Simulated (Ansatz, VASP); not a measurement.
# Cross-check of Ge (Germanium) between VASP and Ansatz, part 2 of 3

Aim: how closely do two programs agree when they are given the same cell, functional and k mesh? The cell is taken from a series of runs on this material, whose earlier steps may have relaxed, scaled, displaced or heated it; both programs get it as it stands.

VASP 6.6.1 and Ansatz 0.2.0.

So far: The starting structure; VASP: single point, r2SCAN, spin-orbit coupling, pair 1.

## 3. Ansatz: single point, r2SCAN, spin-orbit coupling, pair 1

Level of this step: Ansatz beside VASP: Kohn-Sham DFT, plane waves, r2SCAN, spin-orbit coupling (Ansatz).

Ansatz runs on its PAW fully relativistic soft_1 files.

The same cell, functional, mesh and smearing now go to Ansatz, which takes its cutoff from its data sets.

Input file input.yaml:

```yaml
crystal:
  lattice:
    - [0.0073155594, 2.8425182782, 2.8307795847]
    - [2.8425182782, 0.0073155594, 2.8307795847]
    - [2.8498338376, 2.8498338376, 0.0]
  atoms:
    - { symbol: Ge, position: [0.5003079087, 0.5003079087, 0.4996920913] }
    - { symbol: Ge, position: [0.7496920913, 0.7496920913, 0.7503079087] }
kpoints:
  mp_grid: { grid: [8, 8, 8] }
hamiltonian:
  xc: r2scan
  pseudopotentials: { kind: paw_fr, azcp: { folder: soft_1 } }
scf:
  occupations: { method: gaussian, width: 0.01 }
  n_extra_bands: 16
output:
  eigenvalues: true
  eigenstates:
    kpoints:
      - [0.0, 0.0, 0.0]
      - [9.314e-06, 0.003619207, 0.003628521]
      - [0.003619207, 9.314e-06, 0.003628521]
      - [0.003604261, 0.003604261, 0.0]
      - [0.002565752, 0.002565752, 0.005131504]
      - [-0.002552579, 0.002552579, 0.0]
      - [0.002555183, 0.005107763, 0.002565752]
      - [-0.002542011, 1.0569e-05, 0.002565752]
      - [0.005107763, 0.002555183, 0.002565752]
      - [1.0569e-05, -0.002542011, 0.002565752]
      - [0.004175848, 0.004175848, 0.004189855]
      - [1.4007e-05, 1.4007e-05, 0.004189855]
      - [-3.251e-06, 0.004165093, 0.0]
      - [0.004165093, -3.251e-06, 0.0]
      - [-9.314e-06, -0.003619207, -0.003628521]
      - [-0.003619207, -9.314e-06, -0.003628521]
      - [-0.003604261, -0.003604261, 0.0]
      - [-0.002565752, -0.002565752, -0.005131504]
      - [0.002552579, -0.002552579, 0.0]
      - [-0.002555183, -0.005107763, -0.002565752]
      - [0.002542011, -1.0569e-05, -0.002565752]
      - [-0.005107763, -0.002555183, -0.002565752]
      - [-1.0569e-05, 0.002542011, -0.002565752]
      - [-0.004175848, -0.004175848, -0.004189855]
      - [-1.4007e-05, -1.4007e-05, -0.004189855]
      - [3.251e-06, -0.004165093, 0.0]
      - [-0.004165093, 3.251e-06, 0.0]
      - [3.4929e-05, 0.013572025, 0.013606954]
      - [0.013572025, 3.4929e-05, 0.013606954]
      - [0.013515977, 0.013515977, 0.0]
      - [0.00962157, 0.00962157, 0.019243139]
      - [-0.009572172, 0.009572172, 0.0]
      - [0.009581938, 0.01915411, 0.00962157]
      - [-0.00953254, 3.9632e-05, 0.00962157]
      - [0.01915411, 0.009581938, 0.00962157]
      - [3.9632e-05, -0.00953254, 0.00962157]
      - [0.015659432, 0.015659432, 0.015711957]
      - [5.2526e-05, 5.2526e-05, 0.015711957]
      - [-1.2193e-05, 0.015619099, 0.0]
      - [0.015619099, -1.2193e-05, 0.0]
      - [-3.4929e-05, -0.013572025, -0.013606954]
      - [-0.013572025, -3.4929e-05, -0.013606954]
      - [-0.013515977, -0.013515977, 0.0]
      - [-0.00962157, -0.00962157, -0.019243139]
      - [0.009572172, -0.009572172, 0.0]
      - [-0.009581938, -0.01915411, -0.00962157]
      - [0.00953254, -3.9632e-05, -0.00962157]
      - [-0.01915411, -0.009581938, -0.00962157]
      - [-3.9632e-05, 0.00953254, -0.00962157]
      - [-0.015659432, -0.015659432, -0.015711957]
      - [-5.2526e-05, -5.2526e-05, -0.015711957]
      - [1.2193e-05, -0.015619099, 0.0]
      - [-0.015619099, 1.2193e-05, 0.0]
      - [0.0, 0.5, 0.0]
      - [9.314e-06, 0.503619207, 0.003628521]
      - [0.003619207, 0.500009314, 0.003628521]
      - [0.003604261, 0.503604261, 0.0]
      - [0.002565752, 0.502565752, 0.005131504]
      - [-0.002552579, 0.502552579, 0.0]
      - [0.002555183, 0.505107763, 0.002565752]
      - [-0.002542011, 0.500010569, 0.002565752]
      - [0.005107763, 0.502555183, 0.002565752]
      - [1.0569e-05, 0.497457989, 0.002565752]
      - [0.004175848, 0.504175848, 0.004189855]
      - [1.4007e-05, 0.500014007, 0.004189855]
      - [-3.251e-06, 0.504165093, 0.0]
      - [0.004165093, 0.499996749, 0.0]
      - [-9.314e-06, 0.496380793, -0.003628521]
      - [-0.003619207, 0.499990686, -0.003628521]
      - [-0.003604261, 0.496395739, 0.0]
      - [-0.002565752, 0.497434248, -0.005131504]
      - [0.002552579, 0.497447421, 0.0]
      - [-0.002555183, 0.494892237, -0.002565752]
      - [0.002542011, 0.499989431, -0.002565752]
      - [-0.005107763, 0.497444817, -0.002565752]
      - [-1.0569e-05, 0.502542011, -0.002565752]
      - [-0.004175848, 0.495824152, -0.004189855]
      - [-1.4007e-05, 0.499985993, -0.004189855]
      - [3.251e-06, 0.495834907, 0.0]
      - [-0.004165093, 0.500003251, 0.0]
      - [3.4929e-05, 0.513572025, 0.013606954]
      - [0.013572025, 0.500034929, 0.013606954]
      - [0.013515977, 0.513515977, 0.0]
      - [0.00962157, 0.50962157, 0.019243139]
      - [-0.009572172, 0.509572172, 0.0]
      - [0.009581938, 0.51915411, 0.00962157]
      - [-0.00953254, 0.500039632, 0.00962157]
      - [0.01915411, 0.509581938, 0.00962157]
      - [3.9632e-05, 0.49046746, 0.00962157]
      - [0.015659432, 0.515659432, 0.015711957]
      - [5.2526e-05, 0.500052526, 0.015711957]
      - [-1.2193e-05, 0.515619099, 0.0]
      - [0.015619099, 0.499987807, 0.0]
      - [-3.4929e-05, 0.486427975, -0.013606954]
      - [-0.013572025, 0.499965071, -0.013606954]
      - [-0.013515977, 0.486484023, 0.0]
      - [-0.00962157, 0.49037843, -0.019243139]
[... 8 lines left out ...]
      - [1.2193e-05, 0.484380901, 0.0]
      - [-0.015619099, 0.500012193, 0.0]
      - [0.0, 0.0, 0.5]
      - [9.314e-06, 0.003619207, 0.503628521]
      - [0.003619207, 9.314e-06, 0.503628521]
      - [0.003604261, 0.003604261, 0.5]
      - [0.002565752, 0.002565752, 0.505131504]
      - [-0.002552579, 0.002552579, 0.5]
      - [0.002555183, 0.005107763, 0.502565752]
      - [-0.002542011, 1.0569e-05, 0.502565752]
      - [0.005107763, 0.002555183, 0.502565752]
      - [1.0569e-05, -0.002542011, 0.502565752]
      - [0.004175848, 0.004175848, 0.504189855]
      - [1.4007e-05, 1.4007e-05, 0.504189855]
      - [-3.251e-06, 0.004165093, 0.5]
      - [0.004165093, -3.251e-06, 0.5]
      - [-9.314e-06, -0.003619207, 0.496371479]
      - [-0.003619207, -9.314e-06, 0.496371479]
      - [-0.003604261, -0.003604261, 0.5]
      - [-0.002565752, -0.002565752, 0.494868496]
      - [0.002552579, -0.002552579, 0.5]
      - [-0.002555183, -0.005107763, 0.497434248]
      - [0.002542011, -1.0569e-05, 0.497434248]
      - [-0.005107763, -0.002555183, 0.497434248]
      - [-1.0569e-05, 0.002542011, 0.497434248]
      - [-0.004175848, -0.004175848, 0.495810145]
      - [-1.4007e-05, -1.4007e-05, 0.495810145]
      - [3.251e-06, -0.004165093, 0.5]
      - [-0.004165093, 3.251e-06, 0.5]
      - [3.4929e-05, 0.013572025, 0.513606954]
      - [0.013572025, 3.4929e-05, 0.513606954]
      - [0.013515977, 0.013515977, 0.5]
      - [0.00962157, 0.00962157, 0.519243139]
      - [-0.009572172, 0.009572172, 0.5]
      - [0.009581938, 0.01915411, 0.50962157]
      - [-0.00953254, 3.9632e-05, 0.50962157]
      - [0.01915411, 0.009581938, 0.50962157]
      - [3.9632e-05, -0.00953254, 0.50962157]
      - [0.015659432, 0.015659432, 0.515711957]
      - [5.2526e-05, 5.2526e-05, 0.515711957]
      - [-1.2193e-05, 0.015619099, 0.5]
      - [0.015619099, -1.2193e-05, 0.5]
      - [-3.4929e-05, -0.013572025, 0.486393046]
      - [-0.013572025, -3.4929e-05, 0.486393046]
      - [-0.013515977, -0.013515977, 0.5]
      - [-0.00962157, -0.00962157, 0.480756861]
      - [0.009572172, -0.009572172, 0.5]
      - [-0.009581938, -0.01915411, 0.49037843]
      - [0.00953254, -3.9632e-05, 0.49037843]
      - [-0.01915411, -0.009581938, 0.49037843]
      - [-3.9632e-05, 0.00953254, 0.49037843]
      - [-0.015659432, -0.015659432, 0.484288043]
      - [-5.2526e-05, -5.2526e-05, 0.484288043]
      - [1.2193e-05, -0.015619099, 0.5]
      - [-0.015619099, 1.2193e-05, 0.5]
      - [-6.547e-06, 0.403262332, 0.403255786]
      - [2.768e-06, 0.406881539, 0.406884307]
      - [0.00361266, 0.403271647, 0.406884307]
      - [0.003597714, 0.406866593, 0.403255786]
      - [0.002559205, 0.405828084, 0.408387289]
      - [-0.002559126, 0.405814912, 0.403255786]
      - [0.002548637, 0.408370095, 0.405821537]
      - [-0.002548557, 0.403272901, 0.405821537]
      - [0.005101216, 0.405817516, 0.405821537]
      - [4.022e-06, 0.400720322, 0.405821537]
      - [0.004169302, 0.407438181, 0.407445641]
      - [7.46e-06, 0.403276339, 0.407445641]
      - [-9.798e-06, 0.407427425, 0.403255786]
      - [0.004158546, 0.403259081, 0.403255786]
      - [-1.5861e-05, 0.399643126, 0.399627264]
      - [-0.003625753, 0.403253018, 0.399627264]
      - [-0.003610807, 0.399658072, 0.403255786]
      - [-0.002572299, 0.40069658, 0.398124282]
      - [0.002546033, 0.400709753, 0.403255786]
      - [-0.00256173, 0.39815457, 0.400690034]
      - [0.002535464, 0.403251764, 0.400690034]
      - [-0.005114309, 0.400707149, 0.400690034]
      - [-1.7115e-05, 0.405804343, 0.400690034]
      - [-0.004182395, 0.399086484, 0.39906593]
      - [-2.0554e-05, 0.403248325, 0.39906593]
      - [-3.295e-06, 0.399097239, 0.403255786]
      - [-0.00417164, 0.403265584, 0.403255786]
      - [2.8383e-05, 0.416834357, 0.41686274]
      - [0.013565478, 0.403297261, 0.41686274]
      - [0.01350943, 0.416778309, 0.403255786]
      - [0.009615023, 0.412883902, 0.422498925]
      - [-0.009578719, 0.412834505, 0.403255786]
      - [0.009575391, 0.422416442, 0.412877355]
      - [-0.009539087, 0.403301964, 0.412877355]
      - [0.019147563, 0.41284427, 0.412877355]
      - [3.3085e-05, 0.393729792, 0.412877355]
      - [0.015652885, 0.418921764, 0.418967743]
      - [4.5979e-05, 0.403314858, 0.418967743]
      - [-1.874e-05, 0.418881431, 0.403255786]
      - [0.015612552, 0.403250139, 0.403255786]
      - [-4.1476e-05, 0.389690307, 0.389648831]
      - [-0.013578572, 0.403227403, 0.389648831]
      - [-0.013522524, 0.389746355, 0.403255786]
      - [-0.009628116, 0.393640763, 0.384012646]
      - [0.009565626, 0.39369016, 0.403255786]
      - [-0.009588484, 0.384108222, 0.393634216]
      - [0.009525994, 0.4032227, 0.393634216]
      - [-0.019160657, 0.393680395, 0.393634216]
      - [-4.6179e-05, 0.412794873, 0.393634216]
      - [-0.015665978, 0.387602901, 0.387543828]
      - [-5.9072e-05, 0.403209806, 0.387543828]
      - [5.646e-06, 0.387643233, 0.403255786]
      - [-0.015625646, 0.403274525, 0.403255786]
      - [0.403315487, 0.403315487, 0.0]
      - [0.403324801, 0.406934693, 0.003628521]
      - [0.406934693, 0.403324801, 0.003628521]
      - [0.406919747, 0.406919747, 0.0]
      - [0.405881238, 0.405881238, 0.005131504]
      - [0.400762907, 0.405868066, 0.0]
      - [0.40587067, 0.408423249, 0.002565752]
      - [0.400773476, 0.403326055, 0.002565752]
      - [0.408423249, 0.40587067, 0.002565752]
      - [0.403326055, 0.400773476, 0.002565752]
      - [0.407491335, 0.407491335, 0.004189855]
      - [0.403329493, 0.403329493, 0.004189855]
      - [0.403312235, 0.40748058, 0.0]
      - [0.40748058, 0.403312235, 0.0]
      - [0.403306172, 0.39969628, -0.003628521]
      - [0.39969628, 0.403306172, -0.003628521]
      - [0.399711226, 0.399711226, 0.0]
      - [0.400749735, 0.400749735, -0.005131504]
      - [0.405868066, 0.400762907, 0.0]
      - [0.400760303, 0.398207724, -0.002565752]
      - [0.405857497, 0.403304918, -0.002565752]
      - [0.398207724, 0.400760303, -0.002565752]
      - [0.403304918, 0.405857497, -0.002565752]
      - [0.399139638, 0.399139638, -0.004189855]
      - [0.40330148, 0.40330148, -0.004189855]
      - [0.403318738, 0.399150393, 0.0]
      - [0.399150393, 0.403318738, 0.0]
      - [0.403350416, 0.416887512, 0.013606954]
      - [0.416887512, 0.403350416, 0.013606954]
      - [0.416831463, 0.416831463, 0.0]
      - [0.412937056, 0.412937056, 0.019243139]
      - [0.393743314, 0.412887659, 0.0]
      - [0.412897424, 0.422469596, 0.00962157]
      - [0.393782946, 0.403355119, 0.00962157]
      - [0.422469596, 0.412897424, 0.00962157]
      - [0.403355119, 0.393782946, 0.00962157]
      - [0.418974918, 0.418974918, 0.015711957]
      - [0.403368012, 0.403368012, 0.015711957]
      - [0.403303293, 0.418934585, 0.0]
      - [0.418934585, 0.403303293, 0.0]
      - [0.403280557, 0.389743461, -0.013606954]
      - [0.389743461, 0.403280557, -0.013606954]
      - [0.38979951, 0.38979951, 0.0]
      - [0.393693917, 0.393693917, -0.019243139]
      - [0.412887659, 0.393743314, 0.0]
      - [0.393733549, 0.384161377, -0.00962157]
      - [0.412848027, 0.403275854, -0.00962157]
      - [0.384161377, 0.393733549, -0.00962157]
      - [0.403275854, 0.412848027, -0.00962157]
      - [0.387656055, 0.387656055, -0.015711957]
      - [0.403262961, 0.403262961, -0.015711957]
      - [0.40332768, 0.387696388, 0.0]
      - [0.387696388, 0.40332768, 0.0]
      - [0.0, 0.0, 0.0]
      - [9.314e-06, 0.003619207, 0.003628521]
      - [0.003619207, 9.314e-06, 0.003628521]
      - [0.003604261, 0.003604261, 0.0]
      - [0.002565752, 0.002565752, 0.005131504]
      - [-0.002552579, 0.002552579, 0.0]
      - [0.002555183, 0.005107763, 0.002565752]
      - [-0.002542011, 1.0569e-05, 0.002565752]
      - [0.005107763, 0.002555183, 0.002565752]
      - [1.0569e-05, -0.002542011, 0.002565752]
      - [0.004175848, 0.004175848, 0.004189855]
      - [1.4007e-05, 1.4007e-05, 0.004189855]
      - [-3.251e-06, 0.004165093, 0.0]
      - [0.004165093, -3.251e-06, 0.0]
      - [-9.314e-06, -0.003619207, -0.003628521]
      - [-0.003619207, -9.314e-06, -0.003628521]
      - [-0.003604261, -0.003604261, 0.0]
      - [-0.002565752, -0.002565752, -0.005131504]
      - [0.002552579, -0.002552579, 0.0]
      - [-0.002555183, -0.005107763, -0.002565752]
      - [0.002542011, -1.0569e-05, -0.002565752]
      - [-0.005107763, -0.002555183, -0.002565752]
      - [-1.0569e-05, 0.002542011, -0.002565752]
      - [-0.004175848, -0.004175848, -0.004189855]
      - [-1.4007e-05, -1.4007e-05, -0.004189855]
      - [3.251e-06, -0.004165093, 0.0]
      - [-0.004165093, 3.251e-06, 0.0]
      - [3.4929e-05, 0.013572025, 0.013606954]
      - [0.013572025, 3.4929e-05, 0.013606954]
      - [0.013515977, 0.013515977, 0.0]
      - [0.00962157, 0.00962157, 0.019243139]
      - [-0.009572172, 0.009572172, 0.0]
      - [0.009581938, 0.01915411, 0.00962157]
      - [-0.00953254, 3.9632e-05, 0.00962157]
      - [0.01915411, 0.009581938, 0.00962157]
      - [3.9632e-05, -0.00953254, 0.00962157]
      - [0.015659432, 0.015659432, 0.015711957]
      - [5.2526e-05, 5.2526e-05, 0.015711957]
      - [-1.2193e-05, 0.015619099, 0.0]
      - [0.015619099, -1.2193e-05, 0.0]
      - [-3.4929e-05, -0.013572025, -0.013606954]
      - [-0.013572025, -3.4929e-05, -0.013606954]
      - [-0.013515977, -0.013515977, 0.0]
      - [-0.00962157, -0.00962157, -0.019243139]
      - [0.009572172, -0.009572172, 0.0]
      - [-0.009581938, -0.01915411, -0.00962157]
      - [0.00953254, -3.9632e-05, -0.00962157]
      - [-0.01915411, -0.009581938, -0.00962157]
      - [-3.9632e-05, 0.00953254, -0.00962157]
      - [-0.015659432, -0.015659432, -0.015711957]
      - [-5.2526e-05, -5.2526e-05, -0.015711957]
      - [1.2193e-05, -0.015619099, 0.0]
      - [-0.015619099, 1.2193e-05, 0.0]
magnetization:
  noncollinear: true
  spin_orbit: true
checkpoint:
  read: start.run
  write: ck
  compress: false
  write_wavefunctions: false
  write_every: 100000
```

Started as:

```bash
ansatz run input.yaml --threads 4 --pin off --max-ram 9216MiB --backend cpu --events-out ev --progress --plain --runs-dir out
```

Numbers of over 12 decimals in the logs are rounded to 6 here.

The log of the run:

```text
scf.n_extra_bands = 16 over 28 filled bands (N_el = 28.0): the run solves 44 bands
Engine: ansatz 0.2.0, x86_64-unknown-linux-gnu
Pseudopotentials: kind: paw_fr
Pseudopotential: Ge, paw, valence charge 14, recommended cutoff 500 eV (meta_gga), soft_1/Ge.paw.azcp
Functional definition: r2SCAN
  parameter k0 = 0.174
  parameter k1 = 0.065
  parameter a1 = 4.9479
  exchange = r2scan_x(k0 = k0, k1 = k1, a1 = a1)
  correlation = r2scan_c
non-collinear run that drives no moment, with spin-orbit: no starting moment large enough to seed its density (crystal.atoms[].spin), no starting occupations that ask for one, no magnetisation constraint and no magnetic field, so the semilocal B_xc is pinned to zero
Crystal: 2 atoms, lattice volume = 45.745 Å³
Basis set: ecut = 500 eV, 1175 PW (Γ), exchange–correlation on 120×120×120 points (64 copies of the dense FFT grid, shifted against one another)
Bands: 44, of which v1, the nominal top of the filled ones, is band 28 counted from 1 (27 counted from 0)
Symmetry: 8 space group operations + 8 with time reversal
Magnetic group: BNS 74.555 (UNI 653), of the structure as read, at distance tolerance 3.6e-5 Å
k-points: 95 of 512
Projection manifold: j_resolved (fully-relativistic pseudo-atomic orbitals)
Non-local potential: Ge, projectors of the file, resolved by j, l = 0: 2, l = 1: 4, l = 2: 6, l = 3: 2
PAW form: soft (Blöchl's): semilocal exchange-correlation on the pseudo side does not see the compensation charge
PAW frozen core: Ge, regenerated for the run's functional (the file was generated under x = pbe(κ = 0.804, μ = 0.219515), c = pbe(β = 0.066725))
PAW one-centre angular grid: Ge, 590 points (default); XC on 261 of its mesh's 2687 points in the sphere
Initial density: read from a saved state, or passed on in memory by an earlier SCF of this step, an earlier step, the calling program or the single point that the run made first
Initial wavefunctions: pseudopotential atomic-orbital guess
Functional: x = r2scan, c = r2scan; τ floored in thin density (d = 2e-4 eV/Å³)
iter 1 solved again at ethr=3.16e-7 eV; its pass at ethr=3.10e-3 eV (dr2=8.84e-5 eV) is discarded
SCF iter   1: F=—  HF=-8600.356284 eV  |F-HF|=—  |Δ(HF+E_count)|=         —  Δρ=8.51e-7  dr2=1.93e-10  dr2_τ=5.89e-13  dr2_m=0.00e0 (ungated)  ethr=3.16e-7  |M|=0.00e0 ∫|m|=0.00e0 μB  |m|>n=0.0e0 m-floor=0.0e0 τ_xc=0.0e0  β_m=0.30  ⟨swp⟩=4.4  Hψ=16501  notcnv=0  defer=2
eigensolver tolerance schedule: the retry pair's looser diagonalisation over-reported the residual by 457603.19 of it (diagonalisation noise at an unbounded share of the residual, at the tolerance the schedule requests for it); recorded, not acted on — ethr = c·dr2/N_el stays at c = 1.0e-1
preconditioner: auto → none  [insulator: Δε(μ)=0.233 eV  Ē_g=27.654 eV  σ=0.010 eV  W_gap=1.00  n_scr=14 (ndim 8)  ℏωp=29.1 eV  f_vac=0.076  D(μ)=0.00/eV (n_scr^D=0)  ε∞_Penn≈2.1]
SCF iter   2: F=-8600.356284 eV  HF=-8600.356284 eV  |F-HF|=2.91e-11  |Δ(HF+E_count)|=   1.74e-7  Δρ=3.78e-7  dr2=4.79e-11  dr2_τ=3.96e-13  dr2_m=0.00e0 (ungated)  ethr=1.00e-12  |M|=0.00e0 ∫|m|=0.00e0 μB  |m|>n=0.0e0 m-floor=0.0e0 τ_xc=0.0e0  ⟨swp⟩=6.0  Hψ=7762  notcnv=0
SCF 1 converged in 2 iterations: F = -8600.356284 eV  dr2 = 4.79e-11
  greatest PAW one-centre occupation: 0.997 electrons in one spin orbital (limit 2), on the Ge atom at site 1 (counted from 0), in its partial waves of l = 2
NSCF: frozen V_eff on 318 k-points
SCF converged after 2 iterations
Magnetization: |M| = 0.0000 μB,  M = (+0.0000, +0.0000, +0.0000) μB
Absolute magnetization: 0.0000 μB (∫|m|)
  site 0: m = (+0.0000, +0.0000, +0.0000) μB, |m| = 0.0000 μB  (R = 1.01 Å)
  site 1: m = (+0.0000, +0.0000, +0.0000) μB, |m| = 0.0000 μB  (R = 1.01 Å)
Free energy (F): -8600.356284 eV
Harris-Foulkes:  -8600.356284 eV  (|F-HF|=2.91e-11)
Internal energy: -8600.356284 eV  (E = F + TS)
E sigma→0 (E₀):  -8600.356284 eV
Fermi energy:    8.438157 eV
--- Per-component energies (eV) ---
  E_band       = -322.118343
  E_kinetic    = 184.812399
  E_local      = -4517.345565  (includes V_loc(G=0)·N_el)
  E_nonlocal   = 437.160357
  E_hartree    = 2154.532290
  E_xc         = -131.674662
  E_vxc        = -136.565913  (∫ρ·V_xc dr)
  E_paw        = -4047.725616  (= ΣΔE_a)
  E_vpaw       = -606.398250  (= ΣTr[D̂ρ^β])
  E_aug_tail   = -0.000009  (compensation charges beyond the density's cutoff)
  E_vtau       = 7.153840  (kinetic-family band-sum trace: ∫τ·v_τ [+ j·A + Jᵃ·Aᵃ] dr)
  E_ewald      = -2677.975643
  E_core_change = -2.139835  (= ΣΔE_core)
  E_smearing   = -0.000000  (= −TS)
  E_closure    = 0.000000  (closes the sum)
  Σ components = -8600.356284   (vs F -8600.356284, Δ=0.00e0)
--- Band table (eV; the first three rows and the last of 95) ---
  k-point 0: bands = [... 24 lower, 8.2901, 8.2901, 8.3215, 8.3215, 8.5549, 8.5549, 10.7921, 10.7921, ... 12 higher]
  k-point 1: bands = [... 24 lower, 7.7787, 7.7787, 7.9648, 7.9648, 9.5083, 9.5083, 11.3306, 11.3306, ... 12 higher]
  k-point 2: bands = [... 24 lower, 7.2118, 7.2118, 7.3947, 7.3947, 9.1553, 9.1553, 12.0044, 12.0044, ... 12 higher]
  k-point 94: bands = [... 24 lower, 4.9729, 4.9729, 5.0344, 5.0344, 9.1425, 9.1425, 9.2273, 9.2273, ... 12 higher]
```

## 4. Comparison

Known differences besides the potentials themselves: spin-orbit coupling enters by fully relativistic files in Ansatz and inside the spheres in VASP; VASP keeps PBE cores, Ansatz makes them for the functional; the cutoff is 500 eV in Ansatz and 450 eV in VASP. Total energies have different zeros and are not compared.

Compared:

```
              quantity  Ansatz   VASP  difference
gap on the k mesh (eV)   0.233  0.192      +0.041
```

A gap on the mesh is an upper bound, since the band edges may lie between its points.

(Part 2 of 3 ends here.)

[Lines on the potential files, build, host, timing and source positions are cut from VASP's logs without a mark.]

[Logs are printed without paths, hosts, clocks, repeated set-up lines and the standing remarks that a program may print on its own settings, such as how far it seeks lower states.]

[Hosts, paths, dates, database ids (printed as entryN), source tags and the programs' standing remarks are cut or masked in the printed files.]
